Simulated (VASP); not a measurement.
Data:

```
AlNi3
1.0
    3.48223     0.00000     0.00000
    0.00000     3.48223     0.00000
    0.00000     0.00000     3.48223
Al Ni
1 3
Direct
  0.00000   0.00000   0.00000
  0.00000   0.50000   0.50000
  0.50000   0.00000   0.50000
  0.50000   0.50000   0.00000
```
Starting moments (μB, in the order of the record's atoms Al Ni Ni Ni): 0.0 0.2 0.2 0.2.

Computed with AM05 GGA, VASP's PBE PAW potentials (set 64) (plane waves; VASP 6.6.1). Settings: 520 eV cut-off, 9×9×9 Γ-centred mesh, first-order Methfessel-Paxton smearing of 0.10 eV, potentials Al Ni.

### Question
Predict the cell moment, energy per atom (σ→0), pressure, band gap (on the k-mesh) with the smallest direct gap where there is one.

### Answer

- band gap (on the k-mesh) = none (metal, semimetal or under 0.01 eV)
- cell moment = 0.00 μB
- energy per atom (σ→0) = -5.863 eV/atom
- pressure = 6.18 GPa

Only differences to runs with the same potentials and settings are physical.

The compound is Ni3Al in the L1_2 structure. This cell is one point of a volume scan, at 0.97 of the reference volume.
